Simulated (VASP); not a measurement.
Al5Sn:

```xyz
6
Lattice="5.4143 0.0000 0.0000 -2.7071 4.6889 0.0000 0.0000 0.0000 4.3224" Properties=species:S:1:pos:R:3 pbc="T T T"
Al   -1.3536    2.3445    2.1612
Al    0.0000    3.1259    0.0000
Al    2.7071    1.5630    0.0000
Al    2.7071    0.0000    2.1612
Al    1.3536    2.3445    2.1612
Sn    0.0000    0.0000    0.0000
```

The cell was built by a generator and needn't be a form met in nature.

The cell isn't the ideal one: species swapped into the CeFe5 type (P6/mmm, No. 191).

```yaml
Program: VASP 6.6.1
Task: relaxation of cell and atoms
Functional: PBE
Potentials_or_basis: VASP PAW PBE potentials, release 64 (Al, Sn_d)
Cutoff: 600 eV
k_mesh: 6 × 6 × 4
Occupations: gaussian, width 0.1 eV
Spin: no spin polarisation
```

At the start: pressure 6.5 GPa; volume 18.29 Å³/atom.

Task: How do energy, volume and symmetry change on relaxing?

Result: Over 3 steps the energy falls by 31.6 meV/atom and the volume is 19.92 Å³/atom (+8.9 %); space group P6/mmm (No. 191, to 0.05 Å).

The path:
| step | energy change (eV) | largest force (eV/Å) | pressure (GPa) | volume (Å³) |
| --- | --- | --- | --- | --- |
| 1 | 0.0000 | 0.0000 | 6.55 | 109.73 |
| 2 | -0.1800 | 0.0000 | -1.21 | 122.03 |
| 3 | -0.1896 | 0.0000 | 0.01 | 119.54 |

Final structure:
```xyz
6
Lattice="5.5554 0.0000 0.0000 -2.7777 4.8111 0.0000 0.0000 0.0000 4.4726" Properties=species:S:1:pos:R:3 pbc="T T T"
Al   -1.3888    2.4056    2.2363
Al    0.0000    3.2074    0.0000
Al    2.7777    1.6037    4.4726
Al    0.0000    4.8111    2.2363
Al    1.3888    2.4056    2.2363
Sn   -2.7777    4.8111    4.4726
```

Caveat: the k mesh is coarse (spacing up to 0.36 Å⁻¹), so the values aren't converged.
